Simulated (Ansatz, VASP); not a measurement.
## Cross-check of Ti (Ti strained to the junction's net) between VASP and Ansatz

Wanted: the spread between two codes on one cell, functional and k mesh. The structure shown is the end of the Ansatz relaxation below.

Program: Ansatz 0.2.0. Level of theory: plane waves, with VASP 6.6.1 beside it; single point at PBE. Results are calculated unless marked as measured.

## 1. Starting point

It takes space group P6_3/mmc (No. 194, hexagonal). Conventional cell: a = 2.930 Å, b = 2.930 Å, c = 4.667 Å, α = 90.00°, β = 90.00°, γ = 120.00°. Nearest to Ti lie 12 Ti at 2.88 to 2.93 Å.

## 2. Ansatz: relaxation, PBE

Ansatz runs on its default PAW (the set named soft_2) files.

This run makes the geometry at which the two programs are then compared.

File input.yaml:

```yaml
crystal:
  lattice:
    - [2.93, 0.0, 0.0]
    - [-1.465, 2.5374544331, 0.0]
    - [0.0, 0.0, 4.65]
  atoms:
    - { symbol: Ti, position: [0.0, 0.0, 0.0] }
    - { symbol: Ti, position: [0.3333333333, 0.6666666667, 0.5] }
kpoints:
  mp_grid: { grid: [18, 18, 7] }
scf:
  occupations: { method: fermi_dirac, width: 0.1 }
  max_iter: 150
hamiltonian:
  xc: pbe
relax:
  f_tol: 0.01
  max_steps: 40
  cell: { fix: [a, b, angles] }
```

Launch:

```
> ansatz run input.yaml --threads 4 --pin off --max-ram 10240MiB --backend cpu --events-out ev --progress --plain --runs-dir out
```

Numbers of over 12 decimals in the logs are rounded to 6 here.

Output:

```text
Engine: ansatz 0.2.0, aarch64-unknown-linux-gnu
Pseudopotentials: kind: paw
Pseudopotential: Ti, paw, valence charge 12, recommended cutoff 420 eV (normal), Ti.paw.azcp
Functional definition: PBE
  parameter kappa = 0.804
  parameter beta = 0.066725
  exchange = pbe_x(kappa = kappa, mu = beta*pi^2/3)
  correlation = pbe_c(beta = beta)
Crystal: 2 atoms, lattice volume = 34.572 Å³
Basis set: ecut = 420 eV, 687 PW (Γ), exchange–correlation on 40×40×64 points (8 copies of the dense FFT grid, shifted against one another)
Bands: 16, of which v1, the nominal top of the filled ones, is band 12 counted from 1 (11 counted from 0)
Symmetry: 24 space group operations
Space group: P63/mmc (ITA 194), of the structure as read, at distance tolerance 3.3e-5 Å
k-points: 148 of 2268
Non-local potential: Ti, projectors of the file, l = 0: 3, l = 1: 2, l = 2: 3, l = 3: 1
PAW form: soft (Blöchl's): semilocal exchange-correlation on the pseudo side does not see the compensation charge
PAW one-centre angular grid: Ti, 590 points (default); XC on 64 Gauss nodes
Initial density: superposition of atomic densities (neutral atoms: chi_scale 0, normalization atom), corrected by the library's trained network
Initial wavefunctions: pseudopotential atomic-orbital guess
Functional: x = pbe(κ = 0.804, μ = 0.219515), c = pbe(β = 0.066725)
SCF iter   1: F=—  HF=-4999.369219 eV  |F-HF|=—  |Δ(HF+E_count)|=         —  Δρ=4.17e-3  dr2=2.66e-3  ethr=1.77e-3  ⟨swp⟩=3.6  Hψ=9533  notcnv=0
preconditioner: auto → none  [metal: Δε(μ)=0.004 eV  Ē_g=2.849 eV  σ=0.100 eV  W_gap=0.01  n_scr=8 (ndim 8)  ℏωp=17.9 eV  f_vac=0.000  D(μ)=2.19/eV (n_scr^D=22)  sad-step TF]
SCF iter   2: F=—  HF=-4999.368697 eV  |F-HF|=—  |Δ(HF+E_count)|=   5.22e-4  Δρ=2.17e-3  dr2=7.88e-4  ethr=1.11e-5  ⟨swp⟩=1.0  Hψ=3561  notcnv=0
SCF iter   3: F=—  HF=-4999.368905 eV  |F-HF|=—  |Δ(HF+E_count)|=   2.08e-4  Δρ=2.56e-4  dr2=9.63e-6  ethr=3.28e-6  ⟨swp⟩=2.4  Hψ=3466  notcnv=0
SCF iter   4: F=—  HF=-4999.368929 eV  |F-HF|=—  |Δ(HF+E_count)|=   2.40e-5  Δρ=7.72e-5  dr2=1.78e-6  ethr=4.01e-8  ⟨swp⟩=2.2  Hψ=3965  notcnv=0
iter 5 did not close the SCF: its close was put off for the readings that it lacked (scf_convergence_deferred on its scf_iter line)
SCF iter   5: F=-4999.368928 eV  HF=-4999.368928 eV  |F-HF|=2.83e-9  |Δ(HF+E_count)|=   5.37e-7  Δρ=9.09e-6  dr2=1.75e-8  ethr=7.41e-9  ⟨swp⟩=2.2  Hψ=3796  notcnv=0
SCF iter   6: F=-4999.368928 eV  HF=-4999.368928 eV  |F-HF|=8.19e-12  |Δ(HF+E_count)|=   7.07e-9  Δρ=7.11e-7  dr2=1.03e-10  ethr=7.28e-11  ⟨swp⟩=1.9  Hψ=7189  notcnv=0
SCF 1 converged in 6 iterations: F = -4999.368928 eV  dr2 = 1.03e-10
  greatest PAW one-centre occupation: 0.999 electrons in one spin orbital (limit 2), on the Ti atom at site 1 (counted from 0), in its partial waves of l = 0
relax step   1: F+E_penalty+E_count = -4999.36892825 eV  Δ(F+E_penalty+E_count) = +0.000e0 eV  max|allowed force component| = 7.401e-17 eV/Å  Δτ_max = 0.0000 Å  P = +0.841 GPa  Ω = 34.572 Å³  fix = [a, b, alpha, beta, gamma]  reactions: a +0.921, b +0.921 GPa  (6 SCF iters, dr2 threshold 1.00e-7 eV, accepted)
[...]
relax step   2: F+E_penalty+E_count = -4999.36913506 eV  Δ(F+E_penalty+E_count) = -2.068e-4 eV  max|allowed force component| = 1.203e-16 eV/Å  Δτ_max = 0.0000 Å  P = +0.265 GPa  Ω = 34.747 Å³  energy of the carried Pulay correction = -1.641e-5 eV  fix = [a, b, alpha, beta, gamma]  reactions: a +0.532, b +0.532 GPa  (6 SCF iters, dr2 threshold 2.00e-7 eV, accepted)
[...]
relax step   3: F+E_penalty+E_count = -4999.36918156 eV  Δ(F+E_penalty+E_count) = -4.650e-5 eV  max|allowed force component| = 3.423e-16 eV/Å  Δτ_max = 0.0000 Å  P = +0.426 GPa  Ω = 34.697 Å³  energy of the carried Pulay correction = -1.178e-5 eV  fix = [a, b, alpha, beta, gamma]  reactions: a +0.641, b +0.641 GPa  (6 SCF iters, dr2 threshold 1.80e-7 eV, accepted)
[...]
relax step   4: F+E_penalty+E_count = -4999.36919299 eV  Δ(F+E_penalty+E_count) = -1.143e-5 eV  max|allowed force component| = 3.146e-16 eV/Å  Δτ_max = 0.0000 Å  P = +0.426 GPa  Ω = 34.697 Å³  fix = [a, b, alpha, beta, gamma]  reactions: a +0.640, b +0.640 GPa  stress off target by 3.30e-3 GPa on what of the cell is left free  SCF on the basis re-selected at this cell (its energy is not comparable with the rows above)  (8 SCF iters)
basis re-selected at this cell: Δ(F+E_penalty+E_count) = -1.143e-5 eV, ΔP = -0.001 GPa vs the last step (what re-selecting the basis moved, of the pressure what is left beyond the Pulay correction that the steps carried, after the strain that the cell walked since its last selection, with what the two solves' SCF thresholds leave and, on support functions, any second-order correction that the steps lacked; it is no m [...]
SCF converged after 8 iterations
Free energy (F): -4999.369193 eV
Harris-Foulkes:  -4999.369193 eV  (|F-HF|=9.09e-13)
Internal energy: -4999.292254 eV  (E = F + TS)
E sigma→0 (E₀):  -4999.330724 eV
Entropy (-TS):   -0.076938 eV (-38.469 meV/atom)
Fermi energy:    13.377879 eV
--- Per-component energies (eV) ---
  E_band       = -314.259918
  E_kinetic    = 544.848174
  E_local      = -1624.386065  (includes V_loc(G=0)·N_el)
  E_nonlocal   = 16.122929
  E_hartree    = 667.399577
  E_xc         = -194.959677
  E_vxc        = -243.907300  (∫ρ·V_xc dr)
  E_paw        = -2095.150331  (= ΣΔE_a)
  E_vpaw       = -341.737037  (= ΣTr[D̂ρ^β])
  E_aug_tail   = 0.000226  (compensation charges beyond the density's cutoff)
  E_ewald      = -2313.167089
  E_smearing   = -0.076938  (= −TS)
  E_closure    = -0.000000  (closes the sum)
  Σ components = -4999.369193   (vs F -4999.369193, Δ=0.00e0)
--- Forces (eV/Å), atoms counted from 1 ---
  atom   1  Ti     0.00000000     0.00000000    -0.00000000
  atom   2  Ti     0.00000000    -0.00000000     0.00000000
  max |Σ_I F_I| component: 7.40e-17 eV/Å
--- Stress (GPa, compression-positive) ---
        0.640248       0.000000       0.000000
        0.000000       0.640248      -0.000000
        0.000000      -0.000000      -0.003297
  P = ⅓ Tr σ = 0.4257 GPa (4.257 kbar)
--- Band table (eV; the first three rows and the last of 148) ---
  k-point 0: bands = [... 8 lower, 7.2112, 10.7119, 14.1145, 14.1858, 14.1858, 14.2646, 14.6771, 14.6771]
  k-point 1: bands = [... 8 lower, 7.3820, 10.6173, 13.8466, 14.1148, 14.1148, 14.1708, 14.5883, 14.5883]
  k-point 2: bands = [... 8 lower, 7.8742, 10.2308, 13.4446, 13.9204, 14.0321, 14.0321, 14.3848, 14.3848]
  k-point 147: bands = [... 8 lower, 12.1064, 12.1883, 12.3106, 12.3106, 13.2060, 13.2060, 14.9495, 15.2720]
--- Relaxed structure (3 steps of the walk, 3 accepted, 1 SCFs on fresh bases) ---
  F+E_penalty+E_count = -4999.36919299 eV   max|allowed force component| = 3.146e-16 eV/Å   (the final SCF, on the basis selected at the relaxed cell)
  cell:  # Å, volume = 34.6972 Å³
    - [2.930000, 0, 0.0]
    - [-1.465000, 2.537454, 0.0]
    - [0.0, 0.0, 4.666897]
  atoms:
    - { symbol: Ti, position: [9.251858539620026e-18, -5.0885221963063393e-17, 0.0] }
    - { symbol: Ti, position: [0.333333, 0.666667, 0.5] }
```

## 3. VASP: single point, PBE

The same cell, functional, mesh and smearing now go to VASP, with its own data sets.

Lines of VASP's logs that name or quote its potential files are left out, and so is its time.

File INCAR:

```
SYSTEM = Ti
PREC = Accurate
ENCUT = 500
EDIFF = 1E-06
NELM = 120
ISMEAR = -1
SIGMA = 0.1
LREAL = .FALSE.
ALGO = Normal
GGA = PE
NBANDS = 18
LASPH = .TRUE.
LORBIT = 11
LWAVE = .FALSE.
LCHARG = .FALSE.
ISIF = 2
GGA_COMPAT = .FALSE.
```

File POSCAR:

```
Ti
1.0
    2.9300000000      0.0000000000      0.0000000000
   -1.4650000000      2.5374544331      0.0000000000
    0.0000000000      0.0000000000      4.6668971088
Ti
2
Direct
    0.0000000000      1.0000000000      0.0000000000
    0.3333333334      0.6666666666      0.5000000000
```

File KPOINTS:

```
Automatic mesh
0
Gamma
18 18 7
0 0 0
```

PAW data sets: Ti_sv (PBE family, release 64).

Launch:

```
> mpirun -np 1 vasp_std
```

Output:

```text
[banner, memory and clock lines left out]
running    1 mpi-ranks, on    1 nodes
 distrk:  each k-point on    1 cores,    1 groups
 distr:  one band on    1 cores,    1 groups

 POSCAR found type information on POSCAR Ti
 POSCAR found :  1 types and       2 ions
 LDA part: xc-table for (Slater+PW92), standard interpolation
 POSCAR, INCAR and KPOINTS ok, starting setup
 FFT: planning ... GRIDC
 FFT: planning ... GRID_SOFT
 FFT: planning ... GRID
 WAVECAR not read
 entering main loop
       N       E                     dE             d eps       ncg     rms          rms(c)
DAV:   1     0.249201652922E+03    0.24920E+03   -0.12503E+04  5328   0.160E+03
DAV:   2     0.721792704217E+01   -0.24198E+03   -0.23894E+03  5400   0.447E+02
DAV:   3    -0.169573754036E+02   -0.24175E+02   -0.23855E+02  9982   0.122E+02
DAV:   4    -0.177371336137E+02   -0.77976E+00   -0.77859E+00  6196   0.217E+01
DAV:   5    -0.177739914834E+02   -0.36858E-01   -0.36848E-01  8404   0.356E+00    0.118E+01
DAV:   6    -0.157009204002E+02    0.20731E+01   -0.77617E+00  6312   0.290E+01    0.298E+00
DAV:   7    -0.156882719657E+02    0.12648E-01   -0.75412E-01  8130   0.664E+00    0.204E+00
DAV:   8    -0.157163185708E+02   -0.28047E-01   -0.21694E-01  6268   0.555E+00    0.714E-01
DAV:   9    -0.157071512209E+02    0.91673E-02   -0.52267E-02  6434   0.237E+00    0.635E-02
DAV:  10    -0.157074086641E+02   -0.25744E-03   -0.25134E-03  7792   0.357E-01    0.871E-02
DAV:  11    -0.157074555930E+02   -0.46929E-04   -0.20919E-04  6368   0.106E-01    0.302E-02
DAV:  12    -0.157074458930E+02    0.97000E-05   -0.30142E-05  6886   0.454E-02    0.733E-03
DAV:  13    -0.157074474178E+02   -0.15247E-05   -0.10335E-06  3958   0.102E-02    0.112E-03
DAV:  14    -0.157074478506E+02   -0.43286E-06   -0.32797E-07  3022   0.540E-03
   1 F= -.15707448E+02 E0= -.15668795E+02  d E =-.773055E-01
```

From OUTCAR (step 3):

```text
ion  position               nearest neighbor table
   1  0.000  0.000  0.000-   2 2.88   2 2.88   2 2.88   2 2.88   2 2.88   2 2.88
   2  0.333  0.667  0.500-   1 2.88   1 2.88   1 2.88   1 2.88   1 2.88   1 2.88

  LATTYP: Found a hexagonal cell.
 ALAT       =     2.9300000000
 C/A-ratio  =     1.5927976481

 Subroutine GETGRP returns: Found 24 space group operations
 (whereof 12 operations were pure point group operations)

The static configuration has the point symmetry D_3h.
 The point group associated with its full space group is D_6h.

 Found    148 irreducible k-points:

   k-points           NKPTS =    148   k-points in BZ     NKDIM =    148   number of bands    NBANDS=     18

   dimension x,y,z NGX =    24 NGY =   24 NGZ =   36
   dimension x,y,z NGXF=    48 NGYF=   48 NGZF=   72

   ENCUT  =  500.0 eV  36.75 Ry    6.06 a.u.   5.34  5.34  8.51*2*pi/ulx,y,z

   NELECT =      24.0000    total number of electrons

 k-points in reciprocal lattice and weights: Automatic mesh
   0.00000000  0.00000000  0.00000000       0.000
   0.05555556 -0.00000000  0.00000000       0.003
   0.11111111 -0.00000000  0.00000000       0.003
   0.16666667 -0.00000000  0.00000000       0.003
   0.22222222 -0.00000000  0.00000000       0.003
   0.27777778 -0.00000000  0.00000000       0.003
   0.33333333 -0.00000000  0.00000000       0.003
   0.38888889 -0.00000000  0.00000000       0.003
   0.44444444 -0.00000000  0.00000000       0.003
[...]
0.33333333  0.27777778  0.42857143       0.011
   0.33333333  0.33333333  0.42857143       0.002

 average (electrostatic) potential at core
       1 -72.4392       2 -72.4392

 E-fermi :   8.3262

 k-point     1 :       0.0000    0.0000    0.0000
  band No.  band energies     occupation
    ...
      6     -24.3779      2.00000
      7     -24.3462      2.00000
      8     -24.3462      2.00000
      9       2.1341      2.00000
     10       5.6549      2.00000
     11       9.0715      0.00116
     12       9.1315      0.00064
     13       9.1315      0.00064
     14       9.2080      0.00030
     15       9.6207      0.00000
    ...

 k-point     2 :       0.0556   -0.0000    0.0000
  band No.  band energies     occupation
    ...
      6     -24.3807      2.00000
      7     -24.3611      2.00000
      8     -24.3481      2.00000
      9       2.2216      2.00000
     10       5.7252      2.00000
     11       8.9023      0.00627
     12       8.9352      0.00452
     13       9.1932      0.00034
     14       9.3682      0.00006
     15       9.5754      0.00001
    ...

 k-point     3 :       0.1111   -0.0000    0.0000
  band No.  band energies     occupation
    ...
      6     -24.4037      2.00000
      7     -24.3891      2.00000
      8     -24.3538      2.00000
      9       2.4795      2.00000
     10       5.9240      2.00000
     11       8.5073      0.28088
     12       8.6546      0.07227
     13       9.3749      0.00006
     14       9.4216      0.00003
     15       9.5914      0.00001
    ...

  Total        0.0712531      0.0712531     -0.0692007      0.0000000      0.0000000     -0.0000000
  in kB        3.2901823      3.2901823     -3.1954123      0.0000000      0.0000000     -0.0000000
  external PRESSURE =       1.1283174 kB  Pullay stress =       0.0000000 kB

  energy-cutoff  :      500.00
  volume of cell :       34.70
      direct lattice vectors                 reciprocal lattice vectors
     2.930000000  0.000000000  0.000000000     0.341296928  0.197047873  0.000000000
    -1.465000000  2.537454433  0.000000000     0.000000000  0.394095747  0.000000000
     0.000000000  0.000000000  4.666897109     0.000000000  0.000000000  0.214275133

 POSITION                                       TOTAL-FORCE (eV/Angst)
 -----------------------------------------------------------------------------------
      0.00000      0.00000      0.00000        -0.000000      0.000000      0.000000
      0.00000      1.69164      2.33345         0.000000     -0.000000      0.000000
 -----------------------------------------------------------------------------------
    total drift:                               -0.000001      0.000000      0.000000

  FREE ENERGIE OF THE ION-ELECTRON SYSTEM (eV)
  ---------------------------------------------------
  free  energy   TOTEN  =       -15.7074478506 eV

  energy  without entropy=      -15.6301423455  energy(sigma->0) =      -15.66879510

 total charge
# of ion       s       p       d       tot
------------------------------------------
    1        2.250   6.121   1.882  10.252
    2        2.250   6.121   1.882  10.252
--------------------------------------------------
tot          4.499  12.242   3.763  20.504

[... 3 further parts left out ...]
```

The run ends at a pressure of 0.11 GPa.

## 4. Differences

Known differences besides the potentials themselves: the cutoff is 420 eV in Ansatz and 500 eV in VASP; Ansatz's pressure holds a Pulay correction, VASP's none. Total energies have different zeros and are not compared.

Both answers:

```
      quantity  Ansatz  VASP  difference
pressure (GPa)    0.43  0.11       +0.31
```

## 5. Outcome

```
difference in pressure (single point, PBE) : 0.31 GPa
```

What this shows: The difference in pressure is 0.31 GPa (single point, PBE), within the 1 GPa picked in this series as the mark of a large difference. Such differences can come from data sets, numerical settings and the points named under the comparisons, not from the functional's error against experiment.

[Lines on the potential files, build, host, timing and source positions are cut from VASP's logs without a mark.]

[Logs are printed without paths, hosts, clocks, repeated set-up lines and the standing remarks that a program may print on its own settings, such as how far it seeks lower states.]

[Hosts, paths, dates, database ids (printed as entryN), source tags and the programs' standing remarks are cut or masked in the printed files.]
